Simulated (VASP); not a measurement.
All values below come from rev-vdW-DF2, VASP's PBE PAW potentials (set 64) (plane waves; VASP).

The input files of a VASP run:

### INCAR
```
EDIFF  =  1E-7
AGGAC  =  0.0
ZAB_VDW  =  -1.8867
IBRION  =  2   ! conjugate gradients
ALGO  =  Normal   ! blocked Davidson
ISMEAR  =  0   ! Gaussian
EDIFFG  =  -0.01
SYSTEM  =  SnO2
ENCUT  =  520   ! plane-wave cut-off (eV)
NELM  =  100   ! most electronic steps
PREC  =  Accurate
LWAVE  =  .False.
PARAM2  =  0.7114
LUSE_VDW  =  .True.
NSW  =  30
LCHARG  =  .False.
LASPH  =  .True.
LREAL  =  .False.
ISIF  =  4
LMAXMIX  =  4   ! l cut-off of mixed one-centre charges
SIGMA  =  0.05   ! width (eV)
PARAM1  =  0.1234568
GGA  =  MK
```

File POSCAR:
```
SnO2
1
    4.7434708629     0.0000000000     0.0000000000
    0.0000000000     4.7434708629     0.0000000000
    0.0000000000     0.0000000000     3.2068271795
Sn O
2 4
Direct
  0.0000000000   0.0000000000   0.0000000000
  0.5000000000   0.5000000000   0.5000000000
  0.3061314539   0.3061314539   0.0000000000
  0.8061314539   0.1938685461   0.5000000000
  0.1938685461   0.8061314539   0.5000000000
  0.6938685461   0.6938685461   0.0000000000
```

**KPOINTS**
```
Automatic
0
gamma
 5 5 7
0 0 0
```

POTCAR, in this order: Sn_d O (PBE.64 set). Program: vasp_std.

The resulting files:

File OSZICAR:
```
       N       E                     dE             d eps       ncg     rms          rms(c)
DAV:   1     0.646674750427E+03    0.64667E+03   -0.26527E+04  1640   0.263E+03
DAV:   2     0.619281862645E+02   -0.58475E+03   -0.56437E+03  1683   0.688E+02
DAV:   3    -0.283416725015E+02   -0.90270E+02   -0.89159E+02  1733   0.227E+02
DAV:   4    -0.326214808451E+02   -0.42798E+01   -0.42644E+01  1747   0.541E+01
DAV:   5    -0.327637072853E+02   -0.14223E+00   -0.14220E+00  1884   0.997E+00    0.159E+01
DAV:   6    -0.264085680064E+02    0.63551E+01   -0.25396E+01  2397   0.727E+01    0.574E+00
DAV:   7    -0.265120217462E+02   -0.10345E+00   -0.21129E+00  1649   0.872E+00    0.322E+00
DAV:   8    -0.264811581611E+02    0.30864E-01   -0.29242E-01  2245   0.554E+00    0.760E-01
DAV:   9    -0.264662136335E+02    0.14945E-01   -0.87147E-02  2320   0.412E+00    0.153E-01
DAV:  10    -0.264666276677E+02   -0.41403E-03   -0.52163E-03  2164   0.667E-01    0.454E-02
DAV:  11    -0.264666982561E+02   -0.70588E-04   -0.25373E-04  2313   0.179E-01    0.183E-02
DAV:  12    -0.264667013129E+02   -0.30568E-05   -0.19055E-05  2202   0.510E-02    0.127E-02
DAV:  13    -0.264666978870E+02    0.34259E-05   -0.14364E-05  2331   0.494E-02    0.169E-03
DAV:  14    -0.264666978616E+02    0.25420E-07   -0.15707E-06  2078   0.122E-02    0.876E-04
DAV:  15    -0.264666978408E+02    0.20831E-07   -0.35746E-08  1101   0.180E-03
   1 F= -.26466698E+02 E0= -.26466698E+02  d E =-.264667E+02
       N       E                     dE             d eps       ncg     rms          rms(c)
DAV:   1    -0.264715193334E+02   -0.48215E-02   -0.73541E-01  1560   0.604E+00    0.460E-01
DAV:   2    -0.264704575671E+02    0.10618E-02   -0.34034E-02  1825   0.166E+00    0.264E-01
DAV:   3    -0.264682326717E+02    0.22249E-02   -0.26745E-03  2151   0.670E-01    0.658E-02
DAV:   4    -0.264682241973E+02    0.84744E-05   -0.97955E-04  2014   0.228E-01    0.213E-02
DAV:   5    -0.264682198530E+02    0.43443E-05   -0.91029E-05  1692   0.951E-02    0.753E-03
DAV:   6    -0.264682191705E+02    0.68251E-06   -0.10148E-05  2158   0.394E-02    0.305E-03
DAV:   7    -0.264682192156E+02   -0.45166E-07   -0.90987E-07  1717   0.916E-03
   2 F= -.26468219E+02 E0= -.26468219E+02  d E =-.152137E-02
       N       E                     dE             d eps       ncg     rms          rms(c)
DAV:   1    -0.264683370072E+02   -0.11784E-03   -0.16417E-02  1566   0.902E-01    0.687E-02
DAV:   2    -0.264683139611E+02    0.23046E-04   -0.76058E-04  1833   0.252E-01    0.393E-02
DAV:   3    -0.264682646032E+02    0.49358E-04   -0.59189E-05  2165   0.100E-01    0.974E-03
DAV:   4    -0.264682644694E+02    0.13382E-06   -0.22326E-05  1976   0.337E-02    0.316E-03
DAV:   5    -0.264682642498E+02    0.21965E-06   -0.20793E-06  1705   0.143E-02    0.112E-03
DAV:   6    -0.264682642595E+02   -0.97098E-08   -0.20359E-07  1389   0.574E-03
   3 F= -.26468264E+02 E0= -.26468264E+02  d E =-.156642E-02
       N       E                     dE             d eps       ncg     rms          rms(c)
DAV:   1    -0.264682650982E+02   -0.84847E-06   -0.21389E-04  1573   0.103E-01    0.794E-03
DAV:   2    -0.264682647009E+02    0.39731E-06   -0.99233E-06  1840   0.289E-02    0.458E-03
DAV:   3    -0.264682639796E+02    0.72135E-06   -0.74996E-07  1654   0.117E-02    0.112E-03
DAV:   4    -0.264682639890E+02   -0.93942E-08   -0.35865E-07  1549   0.423E-03
   4 F= -.26468264E+02 E0= -.26468264E+02  d E =-.156615E-02
       N       E                     dE             d eps       ncg     rms          rms(c)
DAV:   1    -0.264684342482E+02   -0.17027E-03   -0.18278E-02  1488   0.961E-01    0.746E-02
DAV:   2    -0.264683783344E+02    0.55914E-04   -0.38080E-04  2140   0.206E-01    0.444E-02
DAV:   3    -0.264683343277E+02    0.44007E-04   -0.38410E-05  2311   0.885E-02    0.572E-03
DAV:   4    -0.264683348170E+02   -0.48938E-06   -0.10198E-05  1855   0.230E-02    0.227E-03
DAV:   5    -0.264683348999E+02   -0.82848E-07   -0.31686E-07  1379   0.618E-03
   5 F= -.26468335E+02 E0= -.26468335E+02  d E =-.709109E-04
```

OUTCAR:
```
------------------------ aborting loop because EDIFF is reached ----------------------------------------
  FORCE on cell =-STRESS in cart. coord.  units (eV):
  Direction    XX          YY          ZZ          XY          YZ          ZX
  --------------------------------------------------------------------------------------
  Total        2.7058227      2.7058227      2.7211300     -0.0000000      0.0000000      0.0000000
  in kB       60.0816561     60.0816561     60.4215465     -0.0000000      0.0000000      0.0000000
  external PRESSURE =      60.1949529 kB  Pullay stress =       0.0000000 kB
  volume of cell :       72.16
      direct lattice vectors                 reciprocal lattice vectors
     4.734860879 -0.000000000  0.000000000     0.211199447 -0.000000000  0.000000000
     0.000000000  4.734860879  0.000000000     0.000000000  0.211199447  0.000000000
     0.000000000  0.000000000  3.218500525     0.000000000  0.000000000  0.310703693
 POSITION                                       TOTAL-FORCE (eV/Angst)
 -----------------------------------------------------------------------------------
      4.73486     -0.00000      0.00000        -0.000000      0.000000      0.000000
      2.36743      2.36743      1.60925        -0.000000      0.000000      0.000000
      1.44753      1.44753      3.21850         0.004405      0.004405     -0.000000
      3.81496      0.91990      1.60925         0.004405     -0.004405      0.000000
      0.91990      3.81496      1.60925        -0.004405      0.004405     -0.000000
      3.28733      3.28733      0.00000        -0.004405     -0.004405      0.000000
 -----------------------------------------------------------------------------------
    total drift:                                0.000000      0.000000     -0.000000
  FREE ENERGIE OF THE ION-ELECTRON SYSTEM (eV)
  ---------------------------------------------------
  free  energy   TOTEN  =       -26.4683348999 eV

  energy  without entropy=      -26.4683348999  energy(sigma->0) =      -26.46833490

 reached required accuracy - stopping structural energy minimisation
```
(Selected blocks of OUTCAR.)

File CONTCAR:
```
SnO2
   1.00000000000000
     4.7348608790205509   -0.0000000000000000    0.0000000000000000
     0.0000000000000000    4.7348608790205509    0.0000000000000000
     0.0000000000000000    0.0000000000000000    3.2185005253620425
  Sn              O
     2     4
Direct
     1.0000000000000000    0.0000000000000000    0.0000000000000000
     0.5000000000000000    0.5000000000000000    0.5000000000000000
     0.3057174022657803    0.3057174022657803    1.0000000000000000
     0.8057174022657804    0.1942825977342197    0.5000000000000000
     0.1942825977342197    0.8057174022657804    0.5000000000000000
     0.6942825977342196    0.6942825977342196    0.0000000000000000
```

File OUTCAR:
```
 val. band max:        5.8831378734   @ k =   0.0000   0.0000   0.0000

 cond. band min:       6.9713152836   @ k =   0.0000   0.0000   0.0000


 Fermi energy:         6.0989758043

 k-point     1 :       0.0000    0.0000    0.0000
  band No.  band energies     occupation
      1     -15.1535      2.00000
      2     -14.3722      2.00000
      3     -14.1538      2.00000
      4     -14.1291      2.00000
      5     -14.1291      2.00000
      6     -14.0733      2.00000
      7     -14.0072      2.00000
      8     -13.9201      2.00000
      9     -13.8836      2.00000
     10     -13.8836      2.00000
     11     -12.9253      2.00000
     12     -11.0682      2.00000
     13     -11.0682      2.00000
     14      -9.2702      2.00000
     15      -2.2272      2.00000
     16       1.8707      2.00000
     17       1.8707      2.00000
     18       1.9134      2.00000
     19       2.7722      2.00000
     20       3.8939      2.00000
     21       4.0140      2.00000
     22       4.6279      2.00000
     23       4.6279      2.00000
     24       5.1222      2.00000
     25       5.1222      2.00000
     26       5.8831      2.00000
     27       6.9713      0.00000
     28      11.8311      0.00000
     29      12.0526      0.00000
     30      12.0526      0.00000
     31      16.1693      0.00000

 k-point     2 :       0.2000    0.0000    0.0000
  band No.  band energies     occupation
      1     -15.0926      2.00000
      2     -14.4456      2.00000
      3     -14.1535      2.00000
      4     -14.1264      2.00000
      5     -14.1263      2.00000
      6     -14.1157      2.00000
      7     -13.9978      2.00000
      8     -13.9270      2.00000
      9     -13.8869      2.00000
     10     -13.8867      2.00000
     11     -12.8024      2.00000
     12     -11.3264      2.00000
     13     -10.8360      2.00000
     14      -9.3649      2.00000
     15      -1.9612      2.00000
     16       1.2084      2.00000
     17       2.0558      2.00000
...
```

Unless said otherwise, spin-orbit coupling is left out, though it shifts the bands of the heavy elements here.

The compound is SnO2 in the rutile structure. This cell is one point of a volume scan, at 0.97 of the reference volume. Symmetry was kept, so distortions that lower it aren't found.
